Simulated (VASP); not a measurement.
Output of a VASP run:

**OSZICAR**
```
       N       E                     dE             d eps       ncg     rms          rms(c)
DAV:   1     0.179597240940E+03    0.17960E+03   -0.10937E+04   816   0.146E+03
DAV:   2     0.569081735475E+01   -0.17391E+03   -0.17058E+03   920   0.345E+02
DAV:   3    -0.115131258225E+02   -0.17204E+02   -0.16554E+02  1027   0.110E+02
DAV:   4    -0.120113625458E+02   -0.49824E+00   -0.49785E+00  1005   0.200E+01
DAV:   5    -0.120221481789E+02   -0.10786E-01   -0.10784E-01  1192   0.292E+00    0.522E+00
DAV:   6    -0.117684256347E+02    0.25372E+00   -0.60816E-01  1232   0.878E+00    0.338E+00
DAV:   7    -0.117483904641E+02    0.20035E-01   -0.17787E-01  1024   0.305E+00    0.101E+00
DAV:   8    -0.117481737456E+02    0.21672E-03   -0.14305E-02   993   0.132E+00    0.275E-01
DAV:   9    -0.117486714829E+02   -0.49774E-03   -0.15841E-03   959   0.319E-01    0.813E-02
DAV:  10    -0.117486802529E+02   -0.87701E-05   -0.12596E-04  1191   0.927E-02    0.319E-02
DAV:  11    -0.117487123168E+02   -0.32064E-04   -0.47672E-05   883   0.429E-02    0.693E-03
DAV:  12    -0.117487133916E+02   -0.10749E-05   -0.22753E-06   883   0.137E-02    0.606E-03
DAV:  13    -0.117487139837E+02   -0.59211E-06   -0.21385E-06   699   0.987E-03
   1 F= -.11748714E+02 E0= -.11748714E+02  d E =-.796852E-19
```

**OUTCAR**
```
------------------------ aborting loop because EDIFF is reached ----------------------------------------
  FORCE on cell =-STRESS in cart. coord.  units (eV):
  Direction    XX          YY          ZZ          XY          YZ          ZX
  --------------------------------------------------------------------------------------
  Total        2.4747161      2.4747165      3.0094679      0.0000000     -0.0000000      0.0000000
  in kB       51.3673298     51.3673364     62.4670966      0.0000000     -0.0000000      0.0000000
  external PRESSURE =      55.0672543 kB  Pullay stress =       0.0000000 kB
  volume of cell :       77.19
      direct lattice vectors                 reciprocal lattice vectors
     1.905000000 -3.299557000  0.000000000     0.262467192 -0.151535494  0.000000000
     1.905000000  3.299557000  0.000000000     0.262467192  0.151535494  0.000000000
     0.000000000  0.000000000  6.140000000     0.000000000  0.000000000  0.162866450
 POSITION                                       TOTAL-FORCE (eV/Angst)
 -----------------------------------------------------------------------------------
      0.00000      0.00000      0.00000         0.000000      0.000000      0.000000
      1.90500      1.09985      1.53500        -0.000000     -0.000000      0.724560
      1.90500     -1.09985      4.60500         0.000000      0.000000     -0.724560
 -----------------------------------------------------------------------------------
    total drift:                                0.000000     -0.000000      0.000000
  FREE ENERGIE OF THE ION-ELECTRON SYSTEM (eV)
  ---------------------------------------------------
  free  energy   TOTEN  =       -11.7487139837 eV

  energy  without entropy=      -11.7487139837  energy(sigma->0) =      -11.74871398
```
(Selected blocks of OUTCAR.)

File POSCAR:
```
SnSe2
1
    1.9050000000    -3.2995570000     0.0000000000
    1.9050000000     3.2995570000     0.0000000000
    0.0000000000     0.0000000000     6.1400000000
Sn Se
1 2
Direct
  0.0000000000   0.0000000000   0.0000000000
  0.3333330000   0.6666670000   0.2500000000
  0.6666670000   0.3333330000   0.7500000000
```

Problem. Reconstruct the remaining input files.

Solution. Several could match; the one computed here: the input of the run itself, PBE GGA, plane waves, VASP's PBE PAW potentials (set 64).

**KPOINTS**
```
Automatic mesh
0
Gamma
  6 6 4
0 0 0
```

INCAR:
```
LCHARG  =  .False.
LASPH  =  .True.
ISMEAR  =  0
SYSTEM  =  SnSe2
ENCUT  =  400   # plane-wave cut-off (eV)
LWAVE  =  .False.
LMAXMIX  =  4   # l cut-off of mixed one-centre charges
EDIFF  =  1E-6   # SCF stop (eV)
GGA  =  PE
LREAL  =  .False.
SIGMA  =  0.05   # width (eV)
ISIF  =  2   # forces and stress, cell fixed
PREC  =  Low
ALGO  =  Normal
NELM  =  100   # most electronic steps
```

POTCAR, in this order: Sn_d Se (PBE.64 set). Program: vasp_std.

The compound is SnSe2 in the 1T layered structure. The cell was not relaxed at this level. The run is one of a series of settings (PREC = Low against the base run), some of them coarse on purpose.
